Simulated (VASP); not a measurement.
```xyz
4
Lattice="1.2384 -2.1450 0.0000 1.2384 2.1450 0.0000 0.0000 0.0000 7.0306" Properties=species:S:1:pos:R:3 pbc="T T T"
C      0.0000     0.0000     1.7577
C      0.0000     0.0000     5.2730
C      1.2384     0.7150     1.7577
C      1.2384    -0.7150     5.2730
```

All values below come from vdW-DF2, VASP's PBE PAW potentials (set 64) (plane waves; VASP 6.6.1). Run with 520 eV cut-off, 9×9×3 Γ-centred mesh, Gaussian smearing of 0.050 eV, potentials C.

Estimate the energy per atom (σ→0), band gap (on the k-mesh) with the smallest direct gap where there is one.

| Item | Value |
|---|---|
| band gap (on the k-mesh) | none (metal, semimetal or under 0.01 eV) |
| energy per atom (σ→0) | -7.614 eV/atom |

Only differences to runs with the same potentials and settings are physical.

The compound is C in the graphite structure. It was relaxed first, which changed the volume by +6 %. The k-mesh is coarse (spacing up to 0.33 per Å, 2π included), so the numbers may not be converged in it. The start is the result of an earlier pass.
